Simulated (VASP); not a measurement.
These are PBE GGA, VASP's PBE PAW potentials (set 64) (plane waves; VASP 6.6.1) values and carry that method's errors.

VASP input:

File KPOINTS:
```
Automatic mesh
0
Gamma
12 12 12
0 0 0
```

**POSCAR**
```
Na
1.0
 -2.0793998238   2.0793998238   2.0793998238
  2.0793998238  -2.0793998238   2.0793998238
  2.0793998238   2.0793998238  -2.0793998238
Na
1
Cart
  0.0000000000   0.0000000000   0.0000000000
```

**INCAR**
```
LWAVE = .FALSE.
NELM = 100
LCHARG = .FALSE.
EDIFF = 1E-6
GGA = PE
NSW = 40   ! most ionic steps
ISMEAR = 1   ! Methfessel-Paxton
ALGO = Normal   ! blocked Davidson
PREC = Accurate
LREAL = .FALSE.   ! projection in real space or not
ISIF = 3   ! ions, shape and volume
ENCUT = 500   ! plane-wave cut-off (eV)
LASPH = .TRUE.
IBRION = 2   ! conjugate gradients
SIGMA = 0.1
EDIFFG = -0.02   ! ionic stop
SYSTEM = Na
```

POTCAR, in this order: Na_pv (PBE.64 set). Program: vasp_std.

Problem. Predict the energy per atom (σ→0), volume per atom, band gap (on the k-mesh).

Solution. 
```json
{
 "energy per atom (σ→0)": "-1.308 eV/atom",
 "band gap (on the k-mesh)": "none (metal, semimetal or under 0.01 eV)",
 "volume_per_atom": "36.65 Å³/atom"
}
```

**OSZICAR**
```
...
   2 F= -.13077484E+01 E0= -.13074902E+01  d E =-.248970E-03
       N       E                     dE             d eps       ncg     rms          rms(c)
DAV:   1    -0.131448053815E+01   -0.67319E-02   -0.21369E-01  1008   0.106E+01    0.552E-01
DAV:   2    -0.130970096913E+01    0.47796E-02   -0.57266E-03  1008   0.164E+00    0.279E-01
DAV:   3    -0.130815661686E+01    0.15444E-02   -0.28528E-03  1022   0.111E+00    0.267E-02
DAV:   4    -0.130804953045E+01    0.10709E-03   -0.11039E-04  1022   0.247E-01    0.253E-03
DAV:   5    -0.130804883772E+01    0.69273E-06   -0.26843E-07   546   0.928E-03
   3 F= -.13080488E+01 E0= -.13077890E+01  d E =-.549368E-03
```

The compound is Na in the bcc structure. This run relaxes it. Symmetry was kept, so distortions that lower it aren't found.
